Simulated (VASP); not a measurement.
Consider the following.

```
CELL_PARAMETERS angstrom
      0.00000     3.20324     3.20324
      3.20324     0.00000     3.20324
      3.20324     3.20324     0.00000
ATOMIC_POSITIONS crystal
  Sn 0.00000 0.00000 0.00000
  Te 0.50000 0.50000 0.50000
```

Computed with PBE GGA, VASP's PBE PAW potentials (set 64) (plane waves; VASP 6.6.1). Settings: 520 eV cut-off, 7×7×7 Γ-centred mesh, Gaussian smearing of 0.050 eV, potentials Sn_d Te.

Q: Estimate the energy per atom (σ→0).

A: 
```json
{
 "energy per atom (σ→0)": "-365.1 kJ/mol of atoms"
}
```

The compound is SnTe in the rock salt structure, which distorts at low temperature. It was relaxed first.
